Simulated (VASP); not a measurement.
Here is a VASP 6.6.1 calculation.

Contents of INCAR:

```
SYSTEM = Bi
ALGO = Fast ; EDIFF = 1E-6
ENCUT = 520 ; GGA = CA
ISIF = 2 ; ISMEAR = 0
LASPH = .True. ; LCHARG = .False.
LREAL = .False. ; LWAVE = .False.
NBANDS = 14 ; NELM = 80
PREC = Accurate ; SIGMA = 0.05
```

KPOINTS

```
k-points
0
Gamma
  10 10 10
  0 0 0
```

POSCAR

```
Bi
1.0
   -4.2574820000      4.2574820000      1.4663281000
    4.2574820000     -4.2574820000      1.4663281000
    4.2574820000      4.2574820000     -1.4663281000
Bi
1
Direct
    0.0000000000      0.0000000000      0.0000000000
```

Potentials or basis: VASP PAW LDA potentials, release 64 (Bi_d).

Launch:

```bash
$ cat potpaw_LDA.64/Bi_d/POTCAR > POTCAR
$ mpirun -np 1 vasp_std > vasp.out
```

(1) What does it give for the pressure?

(2) What does it give for the band gap on the k mesh?

Results:

(1) -0.8 GPa.

(2) none (metal or under the smearing width).

Caveat: spin-orbit coupling is left out, which moves the levels of the heavy elements.
